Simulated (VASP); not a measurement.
The input files of a VASP run:

INCAR:
```
! general
SYSTEM  = Be3CdTe4
PREC    = Accurate
ENCUT   = 400   ! plane-wave cut-off (eV)
LREAL   = .FALSE.   ! projection in real space or not
LASPH   = .TRUE.   ! aspherical one-centre terms

! electronic loop
EDIFF   = 1E-6
NELM    = 100   ! most electronic steps
ALGO    = Normal   ! blocked Davidson
LMAXMIX = 4

! smearing
ISMEAR  = 0
SIGMA   = 0.05

! functional
GGA     = PE

! output
LWAVE   = .FALSE.
LCHARG  = .TRUE.
```

**KPOINTS**
```
Automatic mesh
0
G
4 4 4
0 0 0
```

File POSCAR:
```
Be3CdTe4
1.0
  5.9159501009   0.0000000000   0.0000000000
  0.0000000000   5.9159501009   0.0000000000
  0.0000000000   0.0000000000   5.9159501009
Cd Te Be
1 4 3
Cart
  5.9159501009   5.9159501009   5.9159501009
  1.5916714298   1.5916714298   1.5916714298
  4.3242786711   4.3242786711   1.5916714298
  4.3242786711   1.5916714298   4.3242786711
  1.5916714298   4.3242786711   4.3242786711
  2.9579750504   2.9579750504   5.9159501009
  2.9579750504   5.9159501009   2.9579750504
  5.9159501009   2.9579750504   2.9579750504
```

POTCAR, in this order: Cd Te Be (PBE.64 set). Program: vasp_std.

Translate this PBE calculation to Ansatz.

One equivalent input (not run):
Ansatz 0.2 input:
```yaml
crystal:
  lattice:
    - [5.9159501, 0.0000000, 0.0000000]
    - [0.0000000, 5.9159501, 0.0000000]
    - [0.0000000, 0.0000000, 5.9159501]
  atoms:
    - { symbol: Cd, position: [1.0000000, 1.0000000, 1.0000000] }
    - { symbol: Te, position: [0.2690475, 0.2690475, 0.2690475] }
    - { symbol: Te, position: [0.7309525, 0.7309525, 0.2690475] }
    - { symbol: Te, position: [0.7309525, 0.2690475, 0.7309525] }
    - { symbol: Te, position: [0.2690475, 0.7309525, 0.7309525] }
    - { symbol: Be, position: [0.5000000, 0.5000000, 1.0000000] }
    - { symbol: Be, position: [0.5000000, 1.0000000, 0.5000000] }
    - { symbol: Be, position: [1.0000000, 0.5000000, 0.5000000] }
kpoints:
  mp_grid: { grid: [4, 4, 4] }
hamiltonian:
  xc: pbe
  pseudopotentials: { kind: paw }
scf:
  occupations: { method: gaussian, width: 0.05 }
  max_iter: 100
output: { forces: true, stress: true, eigenvalues: true }
```
The two are equivalent in intent, not identical: each code has its own PAW files, so the cut-off isn't converted (ENCUT is set for VASP's; basis.ecutwfc is left out, and Ansatz then takes the one that its files recommend); Ansatz stops its SCF on the density residual and VASP on the energy change (EDIFF).

The structure was generated: Be3CdTe4 was put into an ordered model structure (P-43m), which need not be its known phase. It was relaxed first.
